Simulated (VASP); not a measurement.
Data:

```yaml
crystal:
  lattice:
    - [4.76104, 0.00000, 0.00000]
    - [0.00000, 4.76104, 0.00000]
    - [0.00000, 0.00000, 3.12517]
  atoms:
    - { symbol: Mg, position: [0.00000, 0.00000, 0.00000] }
    - { symbol: Mg, position: [0.50000, 0.50000, 0.50000] }
    - { symbol: F, position: [0.30386, 0.30386, 0.00000] }
    - { symbol: F, position: [0.80386, 0.19614, 0.50000] }
    - { symbol: F, position: [0.19614, 0.80386, 0.50000] }
    - { symbol: F, position: [0.69614, 0.69614, 0.00000] }
```

Calculation: RPBE GGA, VASP's PBE PAW potentials (set 64) (plane waves; VASP 6.6.1). Settings: 520 eV cut-off, 5×5×8 Γ-centred mesh, tetrahedra with Blöchl corrections, potentials Mg F.

Question: What does the run give for the energy per atom (σ→0), band gap (on the k-mesh) with the smallest direct gap where there is one?

Answer: 
| Property | Result |
|---|---|
| band gap (on the k-mesh) | 6.85 eV |
| smallest direct gap (on the k-mesh) | 6.85 eV |
| energy per atom (σ→0) | -5.008 eV/atom |

The compound is MgF2 in the rutile structure. It was relaxed first, which changed the volume by +9 %.
